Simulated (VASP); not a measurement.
A convergence study with VASP on ZrB₂ (space group no. 191 when undisturbed): one setting is varied, all else stays as given below, so the limit is that of these other settings. One atom is moved off its site, so that forces are finite.

```
ZrB2
1.0
    1.59292    -2.75903     0.00000
    1.59292     2.75903     0.00000
    0.00000     0.00000     3.54765
Zr B
1 2
Direct
  0.00000   0.00000   0.01409
  0.33333   0.66667   0.50000
  0.66667   0.33333   0.50000
```

Computed with PBE GGA, VASP's PBE PAW potentials (set 64) (plane waves; VASP 6.6.1). The tightest run used: 400 eV cut-off, 17×17×13 Γ-centred mesh, Fermi-Dirac smearing of 0.10 eV, potentials Zr_sv B.

The settings run are 2×2×2 mesh; 3×3×2 mesh; 3×3×3 mesh; 4×4×3 mesh; 5×5×4 mesh; 6×6×5 mesh; 7×7×5 mesh; 8×8×6 mesh; 8×8×7 mesh; 9×9×7 mesh; 10×10×8 mesh; 11×11×9 mesh; 13×13×10 mesh; 14×14×11 mesh; 15×15×12 mesh; 17×17×13 mesh. From which on does the energy per atom stay within 0.002 eV/atom of the tightest run?

From 10×10×8 mesh on: it is off by 0.0013 there and by no more than 0.002 in any finer run, while 9×9×7 mesh is off by 0.0037.
```csv
setting,E (eV/atom),pressure (GPa),largest force (eV/Å),irreducible k-points,difference judged (eV/atom)
2×2×2 mesh,-8.1449,-2.31,0.229,4,0.1744
3×3×2 mesh,-8.3369,-2.84,0.490,6,0.0176
3×3×3 mesh,-8.3315,-2.76,0.612,6,0.0121
4×4×3 mesh,-8.3036,-2.01,0.710,8,0.0157
5×5×4 mesh,-8.3107,-2.07,0.635,15,0.0086
6×6×5 mesh,-8.3039,-2.00,0.639,21,0.0155
7×7×5 mesh,-8.3101,-2.06,0.660,24,0.0093
8×8×6 mesh,-8.3186,-2.21,0.686,40,0.0007
8×8×7 mesh,-8.3187,-2.21,0.684,40,0.0007
9×9×7 mesh,-8.3157,-2.14,0.679,48,0.0037
10×10×8 mesh,-8.3181,-2.19,0.675,70,0.0013
11×11×9 mesh,-8.3201,-2.23,0.679,80,0.0007
13×13×10 mesh,-8.3193,-2.21,0.687,126,0.0001
14×14×11 mesh,-8.3189,-2.21,0.682,144,0.0004
15×15×12 mesh,-8.3191,-2.21,0.681,189,0.0002
17×17×13 mesh,-8.3194,-2.22,0.684,231,0.0000
```

Left out are rungs that failed or repeat a setting and relaxations that didn't move; long series are thinned to 24 rows.

The structure is a typed ZrB2 crystal (space group no. 191). The cell was not relaxed at this level, it is distorted from the ideal structure.
